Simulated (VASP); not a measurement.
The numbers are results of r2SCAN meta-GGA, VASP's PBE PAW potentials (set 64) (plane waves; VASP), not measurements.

Input for VASP

**KPOINTS_OPT**
```
k-points along high-symmetry lines
6
Line-mode
Reciprocal
  0.000000   0.000000   0.000000 ! GAMMA
  0.500000   0.000000   0.000000 ! M

  0.500000   0.000000   0.000000 ! M
  0.333333   0.333333   0.000000 ! K

  0.333333   0.333333   0.000000 ! K
  0.000000   0.000000   0.000000 ! GAMMA

  0.000000   0.000000   0.000000 ! GAMMA
  0.000000   0.000000   0.500000 ! A

  0.000000   0.000000   0.500000 ! A
  0.500000   0.000000   0.500000 ! L

  0.500000   0.000000   0.500000 ! L
  0.333333   0.333333   0.500000 ! H

  0.333333   0.333333   0.500000 ! H
  0.000000   0.000000   0.500000 ! A

  0.500000   0.000000   0.500000 ! L
  0.500000   0.000000   0.000000 ! M

  0.333333   0.333333   0.500000 ! H
  0.333333   0.333333   0.000000 ! K
```

INCAR:
```
! general
SYSTEM  = Ti3Si
PREC    = Accurate
ENCUT   = 400
LREAL   = .FALSE.
LASPH   = .TRUE.

! electronic loop
EDIFF   = 1E-7
NELM    = 100
ALGO    = Normal
LMAXMIX = 4
LMIXTAU = .TRUE.

! smearing
ISMEAR  = -5

! functional
METAGGA = R2SCAN

! ions
ISIF    = 2

! output
LWAVE   = .FALSE.
LCHARG  = .FALSE.
LORBIT  = 11
NEDOS   = 601

! other
LEFG    = .TRUE.
```

POSCAR:
```
Ti3Si
1
    5.6300265767     0.0000000000     0.0000000000
   -2.8150132883     4.8757465222     0.0000000000
    0.0000000000     0.0000000000     4.5039215634
Ti Si
6 2
Direct
  0.3434869797   0.1717434899   0.7500000000
  0.6565130203   0.8282565101   0.2500000000
  0.1717434899   0.3434869797   0.2500000000
  0.8282565101   0.6565130203   0.7500000000
  0.8282565101   0.1717434899   0.7500000000
  0.1717434899   0.8282565101   0.2500000000
  0.3333330000   0.6666670000   0.7500000000
  0.6666670000   0.3333330000   0.2500000000
```

File KPOINTS:
```
kpoints
0
gamma
 7 7 8
0 0 0
```

POTCAR, in this order: Ti_sv Si (PBE.64 set). Program: vasp_std.

Output

**OSZICAR**
```
       N       E                     dE             d eps       ncg     rms          rms(c)
DAV:   1     0.976493561183E+03    0.97649E+03   -0.35346E+04  3872   0.177E+03
DAV:   2     0.279449194866E+02   -0.94855E+03   -0.92795E+03  3840   0.580E+02
DAV:   3    -0.105668639607E+03   -0.13361E+03   -0.12900E+03  6176   0.188E+02
DAV:   4    -0.124763295090E+03   -0.19095E+02   -0.18594E+02  5712   0.619E+01
DAV:   5    -0.126151714279E+03   -0.13884E+01   -0.13785E+01  6064   0.147E+01    0.283E+01
DAV:   6    -0.102719495422E+03    0.23432E+02   -0.67980E+01  4808   0.665E+01    0.609E+00
DAV:   7    -0.960641690782E+02    0.66553E+01   -0.56386E+00  4872   0.150E+01    0.372E+00
DAV:   8    -0.995750491346E+02   -0.35109E+01   -0.30811E+00  4256   0.112E+01    0.210E+00
DAV:   9    -0.991418538366E+02    0.43320E+00   -0.12581E+00  4352   0.863E+00    0.624E-01
DAV:  10    -0.987028966914E+02    0.43896E+00   -0.48286E-01  5064   0.330E+00    0.111E+00
DAV:  11    -0.986196696322E+02    0.83227E-01   -0.25856E-02  4928   0.127E+00    0.932E-01
DAV:  12    -0.990600333216E+02   -0.44036E+00   -0.36918E-01  4112   0.400E+00    0.250E-01
DAV:  13    -0.990619184100E+02   -0.18851E-02   -0.28947E-02  5376   0.873E-01    0.249E-01
DAV:  14    -0.990507178443E+02    0.11201E-01   -0.46666E-03  4936   0.347E-01    0.303E-01
DAV:  15    -0.990650230223E+02   -0.14305E-01   -0.23321E-02  4304   0.851E-01    0.170E-01
DAV:  16    -0.990653689526E+02   -0.34593E-03   -0.38694E-03  5368   0.271E-01    0.438E-02
DAV:  17    -0.990655109736E+02   -0.14202E-03   -0.23855E-04  5992   0.631E-02    0.383E-02
DAV:  18    -0.990653694792E+02    0.14149E-03   -0.12513E-04  5024   0.840E-02    0.409E-02
DAV:  19    -0.990658350091E+02   -0.46553E-03   -0.34475E-04  4384   0.117E-01    0.613E-03
DAV:  20    -0.990657940897E+02    0.40919E-04   -0.46667E-05  5296   0.427E-02    0.405E-03
DAV:  21    -0.990657938131E+02    0.27656E-06   -0.12705E-06  4208   0.586E-03    0.451E-03
DAV:  22    -0.990657763065E+02    0.17507E-04   -0.19995E-06  4720   0.106E-02    0.388E-03
DAV:  23    -0.990657973443E+02   -0.21038E-04   -0.36579E-06  5008   0.116E-02    0.216E-03
DAV:  24    -0.990657947090E+02    0.26353E-05   -0.30453E-07  3512   0.343E-03    0.214E-03
DAV:  25    -0.990657949900E+02   -0.28093E-06   -0.22739E-08  2784   0.105E-03    0.189E-03
DAV:  26    -0.990657953171E+02   -0.32711E-06   -0.42443E-08  2728   0.116E-03    0.955E-04
DAV:  27    -0.990657957760E+02   -0.45892E-06   -0.41393E-08  2728   0.947E-04    0.495E-04
DAV:  28    -0.990657958962E+02   -0.12022E-06   -0.18234E-08  2688   0.870E-04    0.464E-04
DAV:  29    -0.990657958284E+02    0.67792E-07   -0.99549E-09  2624   0.555E-04
   1 F= -.99065796E+02 E0= -.99065796E+02  d E =0.000000E+00
       N       E                     dE             ncg
       N       E                     dE             ncg
```

**OUTCAR**
```
------------------------ aborting loop because EDIFF is reached ----------------------------------------
  FORCE on cell =-STRESS in cart. coord.  units (eV):
  Direction    XX          YY          ZZ          XY          YZ          ZX
  --------------------------------------------------------------------------------------
  Total       -0.0169241     -0.0169241     -0.1463462     -0.0000000     -0.0000000      0.0000000
  in kB       -0.2193181     -0.2193182     -1.8964854     -0.0000000     -0.0000000      0.0000000
  external PRESSURE =      -0.7783739 kB  Pullay stress =       0.0000000 kB
  volume of cell :      123.64
      direct lattice vectors                 reciprocal lattice vectors
     5.630026577  0.000000000  0.000000000     0.177619055  0.102548399  0.000000000
    -2.815013288  4.875746522  0.000000000     0.000000000  0.205096798  0.000000000
     0.000000000  0.000000000  4.503921563     0.000000000  0.000000000  0.222028733
 POSITION                                       TOTAL-FORCE (eV/Angst)
 -----------------------------------------------------------------------------------
      1.45038      0.83738      3.37794         0.042159      0.024341      0.000000
      1.36463      4.03837      1.12598        -0.042159     -0.024341      0.000000
      0.00000      1.67476      1.12598         0.000000      0.048681     -0.000000
      2.81501      3.20099      3.37794        -0.000000     -0.048681      0.000000
      4.17965      0.83738      3.37794        -0.042159      0.024341      0.000000
     -1.36463      4.03837      1.12598         0.042159     -0.024341     -0.000000
     -0.00000      3.25050      3.37794         0.000000      0.000000      0.000000
      2.81502      1.62525      1.12598         0.000000      0.000000      0.000000
 -----------------------------------------------------------------------------------
    total drift:                               -0.004935      0.002849     -0.000022
  FREE ENERGIE OF THE ION-ELECTRON SYSTEM (eV)
  ---------------------------------------------------
  free  energy   TOTEN  =       -99.0657958284 eV

  energy  without entropy=      -99.0657958284  energy(sigma->0) =      -99.06579583

 total charge

# of ion       s       p       d       tot
------------------------------------------
    1        2.219   6.147   1.939  10.305
    2        2.219   6.147   1.939  10.305
    3        2.219   6.147   1.939  10.305
    4        2.219   6.147   1.939  10.305
    5        2.219   6.147   1.939  10.305
    6        2.219   6.147   1.939  10.305
    7        0.721   0.941   0.000   1.661
    8        0.721   0.941   0.000   1.661
--------------------------------------------------
tot         14.754  38.765  11.636  65.155

 Electric field gradients after diagonalization (V/A^2)
 (convention: |V_zz| > |V_xx| > |V_yy|)
----------------------------------------------------------------------
 ion       V_xx      V_yy      V_zz     asymmetry (V_yy - V_xx)/ V_zz
----------------------------------------------------------------------
   1      27.305    10.691   -37.996       0.437
   2      27.305    10.691   -37.996       0.437
   3      27.306    10.691   -37.997       0.437
   4      27.306    10.691   -37.997       0.437
   5      27.305    10.691   -37.996       0.437
   6      27.305    10.691   -37.996       0.437
   7       8.033     8.032   -16.065       0.000
   8       8.034     8.032   -16.065       0.000
```
(Selected blocks of OUTCAR.)

For a metal the tetrahedron method with Blöchl corrections gives inexact stress and forces.

The structure comes from a computed database's Ti3Si entry (P6_3/mmc); how it stands against other phases isn't given here. It was relaxed first.
